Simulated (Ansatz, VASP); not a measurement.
**Cross-check of ZnS between VASP and Ansatz**

Wanted: the spread between two codes on one cell, functional and k mesh. The cell is taken from a series of runs on this material, whose earlier steps may have relaxed, scaled, displaced or heated it; both programs get it as it stands.

Program: Ansatz 0.2.0. Level of theory: plane waves, with VASP 6.6.1 beside it; r2SCAN. Results are calculated unless marked as measured.

### 1. Starting point

The structure is cubic, space group F-43m (No. 216). The conventional cell has a = 5.389 Å, b = 5.389 Å, c = 5.389 Å, α = 90.00°, β = 90.00°, γ = 90.00°. Nearest to Zn lie 4 S at 2.33 Å. Nearest to S lie 4 Zn at 2.33 Å. Farther neighbours and most contacts between anions are not listed.

### 2. Ansatz: zone-centre phonons, r2SCAN

Ansatz runs on its default PAW (the set named soft_2) files.

Second derivatives magnify differences that forces hide, and they need a tight electronic threshold.

The input, input.yaml:

```yaml
crystal:
  lattice:
    - [0.0, 2.69453147, 2.69453147]
    - [2.69453147, 0.0, 2.69453147]
    - [2.69453147, 2.69453147, 0.0]
  atoms:
    - { symbol: Zn, position: [0.25, 0.25, 0.25] }
    - { symbol: S, position: [0.0, 0.0, 0.0] }
kpoints:
  mp_grid: { grid: [6, 6, 6] }
hamiltonian:
  xc: r2scan
scf:
  occupations: { method: fixed }
output:
  eigenvalues: true
phonons:
  method: fd
  dielectric: true
  qmesh: [6, 6, 6]
  temperatures: { t_max: 1000, t_step: 50 }
  qpath:
    path:
      - [[0.0, 0.0, 0.0], [0.5, 0.0, 0.5], [0.5, 0.25, 0.75], [0.375, 0.375, 0.75], [0.0, 0.0, 0.0], [0.5, 0.5, 0.5], [0.625, 0.25, 0.625], [0.5, 0.25, 0.75], [0.5, 0.5, 0.5], [0.375, 0.375, 0.75]]
      - [[0.625, 0.25, 0.625], [0.5, 0.0, 0.5]]
    npoints: 10
  third_order: { supercell: [3, 3, 3], pair_cutoff: 4.618 }
  lattice_thermal_conductivity:
    qmesh: [19, 19, 19]
    temperatures: [100.0, 150.0, 200.0, 300.0, 400.0, 500.0, 600.0, 800.0]
    isotope_mass_variance:
      - { species: S, variance: 0.0001651 }
      - { species: Zn, variance: 0.0005982 }
```

Started as:

```
> ansatz run input.yaml --threads 18 --pin off --max-ram 92160MiB --backend cuda --events-out ev --progress --plain --runs-dir out
```

Numbers of over 12 decimals in the logs are rounded to 6 here.

Log:

```text
Warning: phonons: the dynamical matrix that this run interpolates holds no multipole term above the dipole-dipole one, and a site of this crystal is no centre of inversion, so its interpolated transverse optical and acoustic branches and sound speeds can stay off near Gamma, and the density of states and the thermodynamics with them. What a run solves at a wave vector of phonons.qpoints, Gamma apart, where the deck admits one, is free of this, and under fd what a larger phonons.supercell samples
Warning: phonons.dielectric: true without phonons.rigid_motions: the static dielectric tensor ε⁰ will be withheld (ε∞, Z* and the rows of modes are given); for a crystal or a slab, whose only rigid motions are the translations, set phonons.rigid_motions: translations
Engine: ansatz 0.2.0, aarch64-unknown-linux-gnu
Pseudopotentials: kind: paw
Pseudopotential: Zn, paw, valence charge 12, recommended cutoff 500 eV (meta_gga), Zn.paw.azcp
Pseudopotential: S, paw, valence charge 6, recommended cutoff 500 eV (meta_gga), S.paw.azcp
Functional definition: r2SCAN
  parameter k0 = 0.174
  parameter k1 = 0.065
  parameter a1 = 4.9479
  exchange = r2scan_x(k0 = k0, k1 = k1, a1 = a1)
  correlation = r2scan_c
[...]
Crystal: 12 atoms, lattice volume = 234.764 Å³
Basis set: ecut = 500 eV, 5923 PW (Γ), FFT grids on a1, −a1+a2+a3, −a1+a3, exchange–correlation on 150×360×250 points (125 copies of the dense FFT grid, shifted against one another)
Bands: 66, of which v1, the nominal top of the filled ones, is band 54 counted from 1 (53 counted from 0)
Symmetry: 12 space group operations
k-points: 16 of 36 (time reversal used)
Non-local potential: Zn, projectors of the file, l = 0: 2, l = 1: 2, l = 2: 3, l = 3: 1
Non-local potential: S, projectors of the file, l = 0: 2, l = 1: 2, l = 2: 2
PAW form: soft (Blöchl's): semilocal exchange-correlation on the pseudo side does not see the compensation charge
PAW frozen core: Zn, regenerated for the run's functional (the file was generated under x = pbe(κ = 0.804, μ = 0.219515), c = pbe(β = 0.066725))
PAW frozen core: S, regenerated for the run's functional (the file was generated under x = pbe(κ = 0.804, μ = 0.219515), c = pbe(β = 0.066725))
PAW one-centre angular grid: Zn, 590 points (default); XC on 261 of its mesh's 2673 points in the sphere
PAW one-centre angular grid: S, 302 points (default); XC on 160 Gauss nodes
Initial density: handed on by an earlier stage of this run
Initial wavefunctions: those handed on with the density
[...]
Functional: x = r2scan, c = r2scan; τ floored in thin density (d = 2e-4 eV/Å³)
SCF iter   1: F=—  HF=-25400.688218 eV  |F-HF|=—  |Δ(HF+E_count)|=         —  Δρ=3.27e-8  dr2=1.12e-12  dr2_τ=1.03e-13  ethr=1.00e-12  ⟨swp⟩=3.0  Hψ=2696  notcnv=0
preconditioner: auto → Resta (q_TF=auto, 2.397 Å⁻¹)  ε∞=6.0  [insulator: Δε(μ)=2.703 eV  Ē_g=11.267 eV  n_scr=60 (ndim 8)  ℏωp=25.2 eV  f_vac=0.024  ε∞_Penn≈6.0]
SCF iter   2: F=-25400.688218 eV  HF=-25400.688218 eV  |F-HF|=0.00e0  |Δ(HF+E_count)|=    0.00e0  Δρ=2.06e-8  dr2=4.44e-13  dr2_τ=1.44e-14  ethr=1.00e-12  ⟨swp⟩=3.0  Hψ=2722  notcnv=0
SCF 1 converged in 2 iterations: F = -25400.688218 eV  dr2 = 4.44e-13
  greatest PAW one-centre occupation: 0.983 electrons in one spin orbital (limit 2), on the Zn atom at site 10 (counted from 0), in its partial waves of l = 2
[...]
iter 1 solved again at ethr=1.00e-12 eV; its pass at ethr=3.10e-3 eV (dr2=2.14e-11 eV) is discarded
[...]
SCF iter   2: F=-25400.688218 eV  HF=-25400.688218 eV  |F-HF|=3.64e-12  |Δ(HF+E_count)|=  7.28e-12  Δρ=1.15e-8  dr2=1.47e-13  dr2_τ=6.23e-15  ethr=1.00e-12  ⟨swp⟩=3.1  Hψ=2922  notcnv=0
SCF 2 converged in 2 iterations: F = -25400.688218 eV  dr2 = 1.47e-13
[...]
Crystal: 2 atoms, lattice volume = 39.127 Å³
Basis set: ecut = 500 eV, 965 PW (Γ), exchange–correlation on 120×120×120 points (64 copies of the dense FFT grid, shifted against one another)
Bands: 13, of which v1, the nominal top of the filled ones, is band 9 counted from 1 (8 counted from 0)
Symmetry: 24 space group operations
k-points: 46 of 216 (irreducible under 4 space group operations, time reversal used)
[...]
SCF 3 converged in 4 iterations: F = -4233.447946 eV  dr2 = 3.45e-11
[...]
symmetry images taken by strict's conditions (phonons.symmetry_images: auto; settled by no image being taken that strict refuses)
  supercell 10 (6 cells, vectors [1, 0, 0], [0, 1, 0], [0, 0, 6] in multiples of the cell's): 4 displaced members by 0.0025 Å; free energy -25400.688218 eV; taken off its force constants: by the sum rule 2.0e-4, by the symmetrisation 2.9e-5 eV/Å²; Γ matrix within 3.3e-5 eV/Å² of supercell 1's
  symmetry images taken by strict's conditions (phonons.symmetry_images: auto; settled by no image being taken that strict refuses)
  q = [0.0000, 0.0000, 0.0000] (star 1, supercell 1; hermiticity 9.25e-17, symmetrization 3.68e-6): -0.00 -0.00 0.00 273.26 273.26 273.26
  q = [0.0000, 0.0000, 0.1667] (star 8, supercell 10; hermiticity 2.45e-16, symmetrization 6.58e-16): 43.52 43.52 100.78 277.28 277.28 341.33
  q = [0.0000, 0.0000, 0.3333] (star 8, supercell 1; hermiticity 1.98e-16, symmetrization 5.89e-6): 66.17 66.17 172.09 284.85 284.85 338.46
  q = [0.0000, 0.0000, -0.5000] (star 4, supercell 3; hermiticity 7.26e-17, symmetrization 1.01e-5): 72.05 72.05 196.61 288.36 288.36 337.81
  q = [0.0000, 0.1667, 0.1667] (star 6, supercell 9; hermiticity 3.07e-16, symmetrization 3.41e-16): 61.76 61.76 101.22 282.77 282.77 340.93
  q = [0.0000, 0.1667, 0.3333] (star 24, supercell 4; hermiticity 4.84e-16, symmetrization 1.80e-16): 77.53 85.73 155.03 291.08 293.21 337.38
  q = [0.0000, 0.1667, -0.5000] (star 24, supercell 1; hermiticity 2.70e-16, symmetrization 3.70e-16): 82.04 100.75 186.06 293.84 301.35 336.85
  q = [0.0000, 0.1667, -0.3333] (star 24, supercell 5; hermiticity 2.44e-16, symmetrization 1.81e-16): 77.70 101.71 178.45 288.77 302.56 337.27
  q = [0.0000, 0.1667, -0.1667] (star 12, supercell 2; hermiticity 6.21e-16, symmetrization 1.84e-16): 60.17 86.25 138.08 280.52 293.09 338.74
  q = [0.0000, 0.3333, 0.3333] (star 6, supercell 5; hermiticity 3.65e-16, symmetrization 5.77e-6): 88.20 88.20 179.82 300.75 300.75 333.53
  q = [0.0000, 0.3333, -0.5000] (star 24, supercell 6; hermiticity 1.87e-16, symmetrization 2.21e-16): 91.29 107.08 197.02 304.18 308.10 332.77
  q = [0.0000, 0.3333, -0.3333] (star 12, supercell 2; hermiticity 5.98e-16, symmetrization 1.84e-16): 89.39 121.51 189.38 298.48 309.08 337.78
  q = [0.0000, -0.5000, -0.5000] (star 3, supercell 1; hermiticity 1.15e-16, symmetrization 6.98e-6): 93.03 93.03 212.21 309.06 309.06 327.11
  q = [0.1667, 0.3333, -0.5000] (star 24, supercell 7; hermiticity 2.16e-16, symmetrization 4.02e-16): 91.72 107.41 177.89 297.09 306.25 335.59
  q = [0.1667, 0.3333, -0.3333] (star 24, supercell 3; hermiticity 2.33e-16, symmetrization 3.66e-16): 96.83 118.19 187.75 300.65 308.92 337.04
  q = [0.1667, -0.5000, -0.3333] (star 12, supercell 8; hermiticity 1.86e-16, symmetrization 1.27e-16): 102.02 113.48 197.61 304.56 311.93 334.21
  joined force constants: q→R imaginary residual 4.57e-19
  density of states and harmonic sums: on the 24×24×24 q-mesh, interpolated from the force constants of a 6×6×6 supercell (with the dipole–dipole term)
  largest difference from the sums on the solved wave vectors: F 3.84e-3 eV, S 5.02e-6 and C_V 1.18e-6 eV/K
  zero-point energy: 0.079724 eV/cell   skipped modes (ω ≤ 0): 3   left out of the sums: 3.62e-5 of the cell's modes: C_V's classical limit lies that fraction below 3 k_B per atom; for a crystal, a wire or a layer, F and S can be off by more, and a phonons.interpolated_qmesh denser along its periods is the remedy for the sampling
--- Third-order force constants: 101 member SCFs in a 3×3×3 supercell (pair cutoff 4.618 Å, amplitude 0.03 Å, SCF threshold 1.00e-9 eV, Σ member SCF iterations 904) ---
  symmetry images taken by strict's conditions (phonons.symmetry_images: auto; settled by no image being taken that strict refuses)
  sum-rule residual: 2.996e-1 → 1.586e-14 eV/Å³; symmetrization residual: 9.586e-3 eV/Å³; largest sum-rule correction relative to its orbit: 2.868e-1, on the orbit of the block of home site 0 with site 1 of cell (-1, 0, 1) and site 1 of cell (-1, 0, 1), whose norm before the correction was 1.999e-1 eV/Å³
--- Lattice thermal conductivity: 19×19×19 mesh (220 irreducible points), tetrahedron method ---
  three-phonon and isotope scattering only; four-phonon, boundary and, in a metal, phonon-electron scattering are left out
  each conductivity is what the modes' populations carry and what the coherences between them add
  conductivity (a third of the tensor's trace), W/(m K), in the relaxation-time approximation and from the full solution:
       T (K)   relaxation time   full solution  iterations             ending  least Ritz value
      100.00          159.9045        161.6349           6          converged          7.351e-1
      150.00           91.2944         92.6417           6          converged          7.001e-1
      200.00           64.7603         65.8626           7          converged          6.842e-1
      300.00           42.1892         43.0159           7          converged          6.702e-1
      400.00           31.8187         32.4902           7          converged          6.631e-1
      500.00           25.7188         26.2879           7          converged          6.587e-1
      600.00           21.6557         22.1510           7          converged          6.556e-1
      800.00           16.5350         16.9300           7          converged          6.513e-1
```

The column dr2 measures how far the density is from self-consistency, as an energy; F and HF (Harris–Foulkes) agree once it is small.

(Continued in part 2 of 2.)

[Lines on the potential files, build, host, timing and source positions are cut from VASP's logs without a mark.]

[Logs are printed without paths, hosts, clocks, repeated set-up lines and the standing remarks that a program may print on its own settings, such as how far it seeks lower states.]

[Hosts, paths, dates, database ids (printed as entryN), source tags and the programs' standing remarks are cut or masked in the printed files.]
